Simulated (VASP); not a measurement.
From VASP inputs to Ansatz: LiMgBN$_{2}$ (strained database structure)

INCAR

```
LCHARG = .TRUE.
NELM = 120
ISIF = 2
PREC = Accurate
LWAVE = .FALSE.
LREAL = .FALSE.
SIGMA = 0.02
ENCUT = 520
LASPH = .TRUE.
IBRION = -1
EDIFF = 1E-7
LELF = .TRUE.
NSW = 0
ISMEAR = -1
NBANDS = 17
GGA = PE
```

KPOINTS

```
KPOINTS created by Atomic Simulation Environment
0
Gamma
10 10 10
0 0 0
```

KPOINTS_OPT

```
special points
9
Reciprocal
0.0000000000 0.0000000000 0.0000000000 1
0.0000000000 0.0000000000 0.5000000000 1
0.2500000000 0.2500000000 0.2500000000 1
0.0000000000 0.5000000000 0.0000000000 1
0.5000000000 0.5000000000 -0.5000000000 1
0.2952994427 0.7047005573 -0.2952994427 1
-0.2952994427 0.2952994427 0.2952994427 1
-0.0905988853 0.0905988853 0.5000000000 1
0.5000000000 0.5000000000 -0.0905988853 1
```

POSCAR

```
Li Mg B  N
 1.0000000000000000
    -1.9294973040000001    1.9294973040000001    4.4285207954999999
     1.9294973040000001   -1.9294973040000001    4.4285207954999999
     1.8407089468000000    1.8407089468000000   -4.4285207954999999
 Li  Mg  B   N
   1   1   1   2
Cartesian
  1.8851031254000001 -0.0443941786000002  2.2142603977499999
 -0.0443941786000002  1.8851031254000001  2.2142603977499999
  0.0000000000000000 -0.0000000000000000  4.4285207954999990
  0.0000000000000000 -0.0000000000000000  5.7649947023383783
 -0.0000000000000000  0.0000000000000000  3.0920468886616201
```

VASP ran with the recommended PBE PAW datasets (18 valence electrons in the cell).

Problem. Write an Ansatz input for this cell and level of theory.

Solution. 

```yaml
crystal:
  lattice:
    - [-1.929497304, 1.929497304, 4.4285207955]
    - [1.929497304, -1.929497304, 4.4285207955]
    - [1.8407089468, 1.8407089468, -4.4285207955]
  atoms:
    - { symbol: Li, position: [0.25, 0.75, 0.5] }
    - { symbol: Mg, position: [0.75, 0.25, 0.5] }
    - { symbol: B, position: [0.5, 0.5, 0.0] }
    - { symbol: "N", position: [0.6508939405, 0.6508939405, 0.0] }
    - { symbol: "N", position: [0.3491060595, 0.3491060595, 0.0] }
kpoints:
  mp_grid: { grid: [10, 10, 10] }
  band_path:
    path:
      - [0.0, 0.0, 0.0]
      - [0.0, 0.0, 0.5]
      - [0.25, 0.25, 0.25]
      - [0.0, 0.5, 0.0]
      - [0.5, 0.5, -0.5]
      - [0.2952994427, 0.7047005573, -0.2952994427]
      - [-0.2952994427, 0.2952994427, 0.2952994427]
      - [-0.0905988853, 0.0905988853, 0.5]
      - [0.5, 0.5, -0.0905988853]
    npoints: 1
hamiltonian:
  xc: pbe
scf:
  occupations: { method: fermi_dirac, width: 0.02 }
  n_extra_bands: 5
output:
  forces: true
  stress: true
  eigenvalues: true
  write_density: true
  write_potential: true
  elf: true
  volumetric_format: npy
```

Other inputs would serve too.

```
                                VASP     Ansatz
gap between bands v and c    2.59 eV    2.59 eV
         least direct gap    3.48 eV    3.49 eV
                 pressure    2.2 GPa    2.4 GPa
            largest force  0.27 eV/Å  0.28 eV/Å
```

The two codes use different PAW datasets and cutoffs. VASP's cell holds 18 valence electrons and Ansatz's 26. Ansatz's stress includes a Pulay correction; VASP's doesn't.
